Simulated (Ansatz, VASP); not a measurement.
# Cross-check of TiSi between VASP and Ansatz

Wanted: the spread between two codes on one cell, functional and k mesh. The cell is generated by rule, not measured, and may not be a known phase. Of the first pair: The cell is taken from a series of runs on this material, whose earlier steps may have relaxed, scaled, displaced or heated it; both programs get it as it stands.

Program: Ansatz 0.2.0. Level of theory: plane waves, with VASP 6.6.1 beside it; relaxation of cell and atoms at PBEsol. Results are calculated unless marked as measured.

## Step 1: The starting structure

Symmetry: F-43m, No. 216, cubic system. The conventional cell has a = 5.720 Å, b = 5.720 Å, c = 5.720 Å, α = 90.00°, β = 90.00°, γ = 90.00°. Nearest to Ti lie 4 Si at 2.48 Å. Nearest to Si lie 4 Ti at 2.48 Å. Farther neighbours are not listed.

## Step 2: Ansatz: relaxation of cell and atoms, PBEsol, pair 1

Ansatz runs on its default PAW (the set named soft_2) files.

The relaxed volume is the usual yardstick between codes: in a stiff, nearly cubic crystal its relative difference is about their pressure difference at one cell divided by the bulk modulus.

Input file input.yaml:

```yaml
crystal:
  lattice:
    - [0.0, 2.8599179616, 2.8599179616]
    - [2.8599179616, 0.0, 2.8599179616]
    - [2.8599179616, 2.8599179616, 0.0]
  atoms:
    - { symbol: Ti, position: [0.0, 0.0, 0.0] }
    - { symbol: Si, position: [0.25, 0.25, 0.25] }
kpoints:
  mp_grid: { grid: [12, 12, 12] }
hamiltonian:
  xc: pbesol
scf:
  occupations: { method: gaussian, width: 0.1 }
output:
  forces: true
  stress: true
  eigenvalues: true
  write_density: true
  write_potential: true
  elf: true
  volumetric_format: npy
relax:
  adjacent_minimum: "off"
  f_tol: 0.005
  max_steps: 80
  cell: { stress_tol: 0.05 }
```

Launch:

```bash
$ ansatz run input.yaml --threads 4 --pin off --max-ram 7168MiB --backend cpu --events-out ev --progress --plain --runs-dir out
```

Numbers of over 12 decimals in the logs are rounded to 6 here.

Output:

```text
Engine: ansatz 0.2.0, aarch64-unknown-linux-gnu
Pseudopotentials: kind: paw
Pseudopotential: Ti, paw, valence charge 12, recommended cutoff 420 eV (normal), Ti.paw.azcp
Pseudopotential: Si, paw, valence charge 4, recommended cutoff 420 eV (normal), Si.paw.azcp
Functional definition: PBEsol
  exchange = pbesol_x
  correlation = pbesol_c
Crystal: 2 atoms, lattice volume = 46.783 Å³
Basis set: ecut = 420 eV, 941 PW (Γ), exchange–correlation on 60×60×60 points (8 copies of the dense FFT grid, shifted against one another)
Bands: 12, of which v1, the nominal top of the filled ones, is band 8 counted from 1 (7 counted from 0)
Symmetry: 24 space group operations
Space group: F-43m (ITA 216), of the structure as read, at distance tolerance 3.6e-5 Å
k-points: 72 of 1728 (time reversal used)
Non-local potential: Ti, projectors of the file, l = 0: 3, l = 1: 2, l = 2: 3, l = 3: 1
Non-local potential: Si, projectors of the file, l = 0: 2, l = 1: 2, l = 2: 2
PAW form: soft (Blöchl's): semilocal exchange-correlation on the pseudo side does not see the compensation charge
PAW frozen core: Ti, regenerated for the run's functional, and the local potential with it (the file was generated under x = pbe(κ = 0.804, μ = 0.219515), c = pbe(β = 0.066725))
PAW frozen core: Si, regenerated for the run's functional, and the local potential with it (the file was generated under x = pbe(κ = 0.804, μ = 0.219515), c = pbe(β = 0.066725))
PAW one-centre angular grid: Ti, 590 points (default); XC on 64 Gauss nodes
PAW one-centre angular grid: Si, 110 points (default); XC on 64 Gauss nodes
Initial density: superposition of atomic densities (neutral atoms: chi_scale 0, normalization atom), corrected by the library's trained network
Initial wavefunctions: pseudopotential atomic-orbital guess
Functional: x = pbesol(κ = 0.804, μ = 0.123457), c = pbesol(β = 0.046)
SCF iter   1: F=—  HF=-3094.043083 eV  |F-HF|=—  |Δ(HF+E_count)|=         —  Δρ=7.89e-3  dr2=3.63e-2  ethr=1.77e-3  ⟨swp⟩=5.1  Hψ=4794  notcnv=0
preconditioner: auto → Kerker (q_TF=auto, 2.282 Å⁻¹)  [metal: Δε(μ)=0.064 eV  Ē_g=4.433 eV  σ=0.100 eV  W_gap=0.35  n_scr=14 (ndim 8)  ℏωp=15.4 eV  f_vac=0.000  D(μ)=0.28/eV (n_scr^D=0)]
SCF iter   2: F=—  HF=-3094.039466 eV  |F-HF|=—  |Δ(HF+E_count)|=   3.62e-3  Δρ=3.24e-3  dr2=6.40e-3  ethr=2.27e-4  ⟨swp⟩=1.7  Hψ=1520  notcnv=0
SCF iter   3: F=—  HF=-3094.038893 eV  |F-HF|=—  |Δ(HF+E_count)|=   5.74e-4  Δρ=4.94e-4  dr2=1.51e-4  ethr=4.00e-5  ⟨swp⟩=2.0  Hψ=995  notcnv=0
SCF iter   4: F=—  HF=-3094.038915 eV  |F-HF|=—  |Δ(HF+E_count)|=   2.27e-5  Δρ=1.38e-4  dr2=1.63e-5  ethr=9.44e-7  ⟨swp⟩=2.1  Hψ=1139  notcnv=0
SCF iter   5: F=—  HF=-3094.038918 eV  |F-HF|=—  |Δ(HF+E_count)|=   2.71e-6  Δρ=3.64e-5  dr2=9.01e-7  ethr=1.02e-7  ⟨swp⟩=1.0  Hψ=864  notcnv=0
SCF iter   6: F=-3094.038918 eV  HF=-3094.038918 eV  |F-HF|=2.04e-8  |Δ(HF+E_count)|=   2.97e-7  Δρ=8.37e-6  dr2=2.92e-8  ethr=6.25e-10  ⟨swp⟩=8.7  Hψ=5298  notcnv=0
SCF 1 converged in 6 iterations: F = -3094.038918 eV  dr2 = 2.92e-8
  greatest PAW one-centre occupation: 0.999 electrons in one spin orbital (limit 2), on the Ti atom at site 0 (counted from 0), in its partial waves of l = 0
relax step   1: F+E_penalty+E_count = -3094.03891849 eV  Δ(F+E_penalty+E_count) = +0.000e0 eV  max|allowed force component| = 3.469e-17 eV/Å  Δτ_max = 0.0000 Å  P = +0.036 GPa  Ω = 46.783 Å³  (6 SCF iters, dr2 threshold 1.00e-7 eV, accepted)
Initial density: handed on by an earlier stage of this run
Initial wavefunctions: pseudopotential atomic-orbital guess (no wavefunctions were taken with the density)
iter 1 solved again at ethr=7.63e-8 eV; its pass at ethr=3.10e-3 eV (dr2=1.22e-5 eV) is discarded
SCF iter   1: F=—  HF=-3094.038919 eV  |F-HF|=—  |Δ(HF+E_count)|=         —  Δρ=8.27e-6  dr2=2.84e-8  ethr=7.63e-8  ⟨swp⟩=3.0  Hψ=7283  notcnv=0
preconditioner: auto → Kerker (q_TF=auto, 2.282 Å⁻¹)  [metal: Δε(μ)=0.042 eV  Ē_g=4.371 eV  σ=0.100 eV  W_gap=0.23  n_scr=14 (ndim 8)  ℏωp=15.4 eV  f_vac=0.000  D(μ)=0.38/eV (n_scr^D=0)]
SCF iter   2: F=—  HF=-3094.038918 eV  |F-HF|=—  |Δ(HF+E_count)|=   2.56e-7  Δρ=5.63e-6  dr2=1.43e-8  ethr=1.77e-10  ⟨swp⟩=2.8  Hψ=1399  notcnv=0
SCF iter   3: F=—  HF=-3094.038918 eV  |F-HF|=—  |Δ(HF+E_count)|=   1.17e-8  Δρ=1.15e-6  dr2=7.40e-10  ethr=8.95e-11  ⟨swp⟩=2.0  Hψ=1106  notcnv=0
SCF iter   4: F=—  HF=-3094.038918 eV  |F-HF|=—  |Δ(HF+E_count)|=  3.64e-11  Δρ=4.82e-7  dr2=1.77e-10  ethr=4.62e-12  ⟨swp⟩=1.9  Hψ=1011  notcnv=0
iter 5 did not close the SCF: its close was put off for the readings that it lacked (scf_convergence_deferred on its scf_iter line)
SCF iter   5: F=-3094.038918 eV  HF=-3094.038918 eV  |F-HF|=9.09e-13  |Δ(HF+E_count)|=  7.28e-12  Δρ=1.20e-7  dr2=8.74e-12  ethr=1.11e-12  ⟨swp⟩=1.3  Hψ=908  notcnv=0
SCF iter   6: F=-3094.038918 eV  HF=-3094.038918 eV  |F-HF|=0.00e0  |Δ(HF+E_count)|=    0.00e0  Δρ=2.12e-8  dr2=2.24e-13  ethr=1.00e-12  ⟨swp⟩=3.8  Hψ=3277  notcnv=0
SCF 2 converged in 6 iterations: F = -3094.038918 eV  dr2 = 2.24e-13
relax step   2: F+E_penalty+E_count = -3094.03891850 eV  Δ(F+E_penalty+E_count) = -5.755e-9 eV  max|allowed force component| = 4.626e-17 eV/Å  Δτ_max = 0.0000 Å  P = +0.036 GPa  Ω = 46.783 Å³  stress off target by 3.58e-2 GPa  SCF on the basis re-selected at this cell (its energy is not comparable with the rows above)  (6 SCF iters)
basis re-selected at this cell: Δ(F+E_penalty+E_count) = -5.755e-9 eV, ΔP = -0.000 GPa vs the last step (what re-selecting the basis moved, of the pressure what is left beyond the Pulay correction that the steps carried, after the strain that the cell walked since its last selection, with what the two solves' SCF thresholds leave and, on support functions, any second-order correction that the steps lacked; it is no m [...]
SCF converged after 6 iterations
Free energy (F): -3094.038918 eV
Harris-Foulkes:  -3094.038918 eV  (|F-HF|=0.00e0)
Internal energy: -3094.036999 eV  (E = F + TS)
E sigma→0 (E₀):  -3094.037959 eV
Entropy (-TS):   -0.001919 eV (-0.960 meV/atom)
Fermi energy:    6.174160 eV
--- Per-component energies (eV) ---
  E_band       = -232.824792
  E_kinetic    = 309.706375
  E_local      = -1258.993483  (includes V_loc(G=0)·N_el)
  E_nonlocal   = 37.677817
  E_hartree    = 508.789915
  E_xc         = -149.549105
  E_vxc        = -165.799461  (∫ρ·V_xc dr)
  E_paw        = -1521.545347  (= ΣΔE_a)
  E_vpaw       = -172.995981  (= ΣTr[D̂ρ^β])
  E_aug_tail   = 0.000111  (compensation charges beyond the density's cutoff)
  E_ewald      = -1020.294227
  E_core_change = 0.170945  (= ΣΔE_core)
  E_smearing   = -0.001919  (= −TS)
  E_closure    = -0.000000  (closes the sum)
  Σ components = -3094.038918   (vs F -3094.038918, Δ=0.00e0)
--- Forces (eV/Å), atoms counted from 1 ---
  atom   1  Ti     0.00000000    -0.00000000    -0.00000000
  atom   2  Si     0.00000000    -0.00000000     0.00000000
  max |Σ_I F_I| component: 4.26e-16 eV/Å
--- Stress (GPa, compression-positive) ---
        0.035785       0.000000      -0.000000
        0.000000       0.035785       0.000000
        0.000000       0.000000       0.035785
  P = ⅓ Tr σ = 0.0358 GPa (0.358 kbar)
--- Band table (eV; the first three rows and the last of 72) ---
  k-point 0: bands = [... 4 lower, -1.8615, 5.1592, 5.1592, 5.1592, 7.2046, 7.2046, 11.9266, 12.5251]
  k-point 1: bands = [... 4 lower, -1.7834, 5.0564, 5.1875, 5.1875, 7.1861, 7.1861, 11.5328, 12.3415]
  k-point 2: bands = [... 4 lower, -1.5578, 4.7813, 5.2598, 5.2598, 7.1545, 7.1545, 10.4783, 11.9420]
  k-point 71: bands = [... 4 lower, 0.2625, 4.2169, 4.8200, 5.9043, 6.3211, 7.2196, 7.7984, 8.4115]
--- Relaxed structure (1 steps of the walk, 1 accepted, 1 SCFs on fresh bases) ---
  F+E_penalty+E_count = -3094.03891850 eV   max|allowed force component| = 4.626e-17 eV/Å   (the final SCF, on the basis selected at the relaxed cell)
  cell:  # Å, volume = 46.7833 Å³
    - [0.0, 2.8599179616, 2.8599179616]
    - [2.8599179616, 0.0, 2.8599179616]
    - [2.8599179616, 2.8599179616, 0.0]
  atoms:
    - { symbol: Ti, position: [0.0, 0.0, 0.0] }
    - { symbol: Si, position: [0.250000, 0.250000, 0.250000] }
```

## Step 3: VASP: relaxation of cell and atoms, PBEsol, pair 1

The same cell, functional, mesh and smearing now go to VASP, with its own data sets.

Lines of VASP's logs that name or quote its potential files are left out, and so is its time.

Input file INCAR:

```
SYSTEM = TiSi
PREC = Accurate
ENCUT = 500
EDIFF = 1E-07
NELM = 120
ISMEAR = 0
SIGMA = 0.1
LREAL = .FALSE.
ALGO = Normal
GGA = PS
NBANDS = 14
LASPH = .TRUE.
LORBIT = 11
LWAVE = .FALSE.
LCHARG = .FALSE.
ISIF = 3
IBRION = 2
NSW = 80
EDIFFG = -0.005
GGA_COMPAT = .FALSE.
NELMIN = 4
KPAR = 2
```

Input file POSCAR:

```
TiSi
1.0
    0.0000000000      2.8599180000      2.8599180000
    2.8599180000      0.0000000000      2.8599180000
    2.8599180000      2.8599180000      0.0000000000
Ti Si
1 1
Direct
    0.0000000000      0.0000000000      0.0000000000
    0.2500000000      0.2500000000      0.2500000000
```

Input file KPOINTS:

```
Automatic mesh
0
Gamma
12 12 12
0 0 0
```

Potentials, in the order of the species: Ti_sv and Si (PBE family, release 64).

Launch:

```bash
$ mpirun -np 2 vasp_std
```

Output:

```text
[banner, memory and clock lines left out]
running    2 mpi-ranks, on    1 nodes
 distrk:  each k-point on    1 cores,    2 groups
 distr:  one band on    1 cores,    1 groups

 POSCAR found type information on POSCAR TiSi
 POSCAR found :  2 types and       2 ions
|                                                                             |
|               ----> ADVICE to this user running VASP <----                  |
|                                                                             |
|     You enforced a specific xc type in the INCAR file but a different       |
|     [... a line on the potential file left out ...]
|     I HOPE YOU KNOW WHAT YOU ARE DOING!                                     |
|                                                                             |

 LDA part: xc-table for (Slater+PW92), standard interpolation
 POSCAR, INCAR and KPOINTS ok, starting setup
 FFT: planning ... GRIDC
 FFT: planning ... GRID_SOFT
 FFT: planning ... GRID
 WAVECAR not read
 entering main loop
       N       E                     dE             d eps       ncg     rms          rms(c)
DAV:   1     0.108762130943E+03    0.10876E+03   -0.76002E+03  2016   0.109E+03
DAV:   2    -0.802070398100E+01   -0.11678E+03   -0.11221E+03  2112   0.296E+02
DAV:   3    -0.155220588697E+02   -0.75014E+01   -0.73198E+01  3324   0.730E+01
DAV:   4    -0.157661628887E+02   -0.24410E+00   -0.24363E+00  2334   0.117E+01
DAV:   5    -0.157800070717E+02   -0.13844E-01   -0.13843E-01  3270   0.248E+00    0.108E+01
DAV:   6    -0.133150986391E+02    0.24649E+01   -0.12106E+01  2724   0.415E+01    0.746E+00
DAV:   7    -0.128031521428E+02    0.51195E+00   -0.38343E+00  2112   0.231E+01    0.305E+00
DAV:   8    -0.127609106936E+02    0.42241E-01   -0.34714E-01  2242   0.794E+00    0.147E+00
DAV:   9    -0.127334553467E+02    0.27455E-01   -0.57750E-02  2314   0.344E+00    0.313E-01
DAV:  10    -0.127334055804E+02    0.49766E-04   -0.49502E-03  2612   0.671E-01    0.183E-01
DAV:  11    -0.127336846747E+02   -0.27909E-03   -0.75362E-04  2378   0.369E-01    0.123E-01
DAV:  12    -0.127334245397E+02    0.26013E-03   -0.52658E-04  2242   0.313E-01    0.126E-02
DAV:  13    -0.127334252585E+02   -0.71879E-06   -0.19740E-05  2390   0.451E-02    0.751E-03
DAV:  14    -0.127334249318E+02    0.32671E-06   -0.75847E-07  2478   0.103E-02    0.246E-03
DAV:  15    -0.127334248256E+02    0.10625E-06   -0.13776E-07  1806   0.487E-03    0.568E-04
DAV:  16    -0.127334248141E+02    0.11420E-07   -0.23020E-08  1062   0.179E-03
   1 F= -.12733425E+02 E0= -.12732449E+02  d E =-.127334E+02
 curvature:   0.00 expect dE= 0.000E+00 dE for cont linesearch  0.000E+00
 trial: gam= 0.00000 g(F)=  0.341E-46 g(S)=  0.500E-04 ort = 0.000E+00 (trialstep = 0.100E+01)
 search vector abs. value=  0.500E-04
 bond charge predicted
       N       E                     dE             d eps       ncg     rms          rms(c)
DAV:   1    -0.127344558258E+02   -0.10310E-02   -0.14050E-02  2148   0.158E+00    0.284E-01
DAV:   2    -0.127339868871E+02    0.46894E-03   -0.55536E-03  2146   0.105E+00    0.150E-01
DAV:   3    -0.127334294811E+02    0.55741E-03   -0.10404E-03  2114   0.459E-01    0.316E-02
DAV:   4    -0.127334233885E+02    0.60926E-05   -0.13050E-04  2414   0.970E-02    0.135E-02
DAV:   5    -0.127334327118E+02   -0.93233E-05   -0.14669E-05  3026   0.251E-02    0.121E-02
DAV:   6    -0.127334380916E+02   -0.53798E-05   -0.11422E-05  3104   0.186E-02    0.353E-03
DAV:   7    -0.127334383501E+02   -0.25851E-06   -0.21019E-06  2542   0.747E-03    0.308E-03
DAV:   8    -0.127334380190E+02    0.33110E-06   -0.47022E-07  2586   0.681E-03    0.166E-03
DAV:   9    -0.127334382024E+02   -0.18335E-06   -0.63290E-08  1116   0.261E-03    0.130E-04
DAV:  10    -0.127334381940E+02    0.83708E-08   -0.28111E-09  1008   0.566E-04
   2 F= -.12733438E+02 E0= -.12732474E+02  d E =-.133798E-04
 trial-energy change:   -0.000013  1 .order   -0.000015   -0.000050    0.000020
 step:   0.6844(harm=  0.7140)  dis= 0.00000  next Energy=   -12.733441 (dE=-0.166E-04)
 bond charge predicted
       N       E                     dE             d eps       ncg     rms          rms(c)
DAV:   1    -0.127335417176E+02   -0.10352E-03   -0.13987E-03  2154   0.499E-01    0.891E-02
DAV:   2    -0.127334935060E+02    0.48212E-04   -0.54060E-04  2144   0.327E-01    0.468E-02
DAV:   3    -0.127334394745E+02    0.54032E-04   -0.10271E-04  2114   0.144E-01    0.102E-02
DAV:   4    -0.127334387629E+02    0.71156E-06   -0.13451E-05  2426   0.316E-02    0.444E-03
DAV:   5    -0.127334400973E+02   -0.13344E-05   -0.13910E-06  2922   0.788E-03    0.366E-03
DAV:   6    -0.127334412589E+02   -0.11616E-05   -0.13713E-06  3248   0.593E-03    0.125E-03
DAV:   7    -0.127334413561E+02   -0.97200E-07   -0.14146E-07  1512   0.212E-03
   3 F= -.12733441E+02 E0= -.12732473E+02  d E =-.165420E-04
 curvature:  -0.35 expect dE=-0.133E-08 dE for cont linesearch -0.133E-08
 trial: gam= 0.00000 g(F)=  0.128E-46 g(S)=  0.376E-08 ort =-0.434E-06 (trialstep = 0.937E+00)
 search vector abs. value=  0.386E-08
 reached required accuracy - stopping structural energy minimisation
```

From OUTCAR (step 3):

```text
ion  position               nearest neighbor table
   1  0.000  0.000  0.000-   2 2.48   2 2.48   2 2.48   2 2.48
   2  0.250  0.250  0.250-   1 2.48   1 2.48   1 2.48   1 2.48

  LATTYP: Found a face centered cubic cell.
 ALAT       =     5.7198360000

 Subroutine GETGRP returns: Found 24 space group operations
 (whereof 24 operations were pure point group operations)

The static configuration has the point symmetry T_d .

 Found     72 irreducible k-points:

   k-points           NKPTS =     72   k-points in BZ     NKDIM =     72   number of bands    NBANDS=     14

   dimension x,y,z NGX =    30 NGY =   30 NGZ =   30
   dimension x,y,z NGXF=    60 NGYF=   60 NGZF=   60

   ENCUT  =  500.0 eV  36.75 Ry    6.06 a.u.   7.37  7.37  7.37*2*pi/ulx,y,z

   NELECT =      16.0000    total number of electrons

 k-points in reciprocal lattice and weights: Automatic mesh
   0.00000000  0.00000000  0.00000000       0.001
   0.08333333  0.00000000  0.00000000       0.005
   0.16666667  0.00000000  0.00000000       0.005
   0.25000000  0.00000000  0.00000000       0.005
   0.33333333  0.00000000  0.00000000       0.005
   0.41666667  0.00000000  0.00000000       0.005
   0.50000000  0.00000000  0.00000000       0.002
   0.08333333  0.08333333  0.00000000       0.003
   0.16666667  0.08333333  0.00000000       0.014
[...]
-0.33333333  0.50000000  0.16666667       0.007
  -0.25000000  0.50000000  0.25000000       0.003

 average (electrostatic) potential at core
       1 -76.5460       2 -83.3164

 E-fermi :   4.1350

 k-point     1 :       0.0000    0.0000    0.0000
  band No.  band energies     occupation
    ...
      4     -28.8777      2.00000
      5      -3.8944      2.00000
      6       3.1219      2.00000
      7       3.1219      2.00000
      8       3.1219      2.00000
      9       5.1602      0.00000
     10       5.1602      0.00000
     11       9.8875      0.00000
     12      10.4743      0.00000
     13      10.4743      0.00000
    ...

 k-point     2 :       0.0833    0.0000    0.0000
  band No.  band energies     occupation
    ...
      4     -28.8780      2.00000
      5      -3.8165      2.00000
      6       3.0194      2.00000
      7       3.1501      2.00000
      8       3.1501      2.00000
      9       5.1419      0.00000
     10       5.1419      0.00000
     11       9.4856      0.00000
     12      10.2910      0.00000
     13      10.2910      0.00000
    ...

 k-point     3 :       0.1667    0.0000    0.0000
  band No.  band energies     occupation
    ...
      4     -28.8786      2.00000
      5      -3.5913      2.00000
      6       2.7449      2.00000
      7       3.2223      2.00000
      8       3.2223      2.00000
      9       5.1105      0.00000
     10       5.1105      0.00000
     11       8.4293      0.00000
     12       9.8921      0.00000
     13       9.8921      0.00000
    ...

  Total       -0.0002281     -0.0002281     -0.0002281     -0.0000000      0.0000000      0.0000000
  in kB       -0.0078001     -0.0078001     -0.0078001     -0.0000000      0.0000000      0.0000000
  external PRESSURE =      -0.0078001 kB  Pullay stress =       0.0000000 kB

  energy-cutoff  :      500.00
  volume of cell :       46.84
      direct lattice vectors                 reciprocal lattice vectors
     0.000000000  2.861158739  2.861158739    -0.174754372  0.174754372  0.174754372
     2.861158739  0.000000000  2.861158739     0.174754372 -0.174754372  0.174754372
     2.861158739  2.861158739  0.000000000     0.174754372  0.174754372 -0.174754372

 POSITION                                       TOTAL-FORCE (eV/Angst)
 -----------------------------------------------------------------------------------
      0.00000      0.00000      0.00000         0.000000      0.000000     -0.000000
      1.43058      1.43058      1.43058        -0.000000     -0.000000      0.000000
 -----------------------------------------------------------------------------------
    total drift:                                0.000000      0.000000      0.000000

  FREE ENERGIE OF THE ION-ELECTRON SYSTEM (eV)
  ---------------------------------------------------
  free  energy   TOTEN  =       -12.7334413561 eV

  energy  without entropy=      -12.7315047671  energy(sigma->0) =      -12.73247306

 reached required accuracy - stopping structural energy minimisation

 total charge
# of ion       s       p       d       tot
------------------------------------------
    1        2.205   6.098   1.898  10.200
    2        0.820   0.961   0.000   1.781
--------------------------------------------------
tot          3.025   7.059   1.898  11.981

[... 3 further parts left out ...]
```

CONTCAR:

```
TiSi
   1.00000000000000
     0.0000000000000000    2.8611587394364815    2.8611587394364815
     2.8611587394364815    0.0000000000000000    2.8611587394364815
     2.8611587394364815    2.8611587394364815    0.0000000000000000
  Ti              Si
     1     1
Direct
     0.0000000000000000    0.0000000000000000    0.0000000000000000
     0.2500000000000000    0.2500000000000000    0.2500000000000000
```

The run keeps the 24 symmetry operations of its start, so it cannot find a distortion of lower symmetry.

## Step 4: Side by side

Known differences besides the potentials themselves: the cutoff is 420 eV in Ansatz and 500 eV in VASP; Ansatz makes its cores anew for this functional, VASP keeps those of its PBE data sets; Ansatz adds a Pulay correction to the stress that steers its cell, VASP none. Total energies have different zeros and are not compared.

Compared:

```
                                         quantity  Ansatz   VASP  difference
                                      volume (Å³)   46.78  46.84     -0.13 %
edge a after relaxation, in the typed setting (Å)   4.045  4.046     -0.04 %
```

[end of part 1 of 2]

[Lines on the potential files, build, host, timing and source positions are cut from VASP's logs without a mark.]

[Logs are printed without paths, hosts, clocks, repeated set-up lines and the standing remarks that a program may print on its own settings, such as how far it seeks lower states.]

[Hosts, paths, dates, database ids (printed as entryN), source tags and the programs' standing remarks are cut or masked in the printed files.]
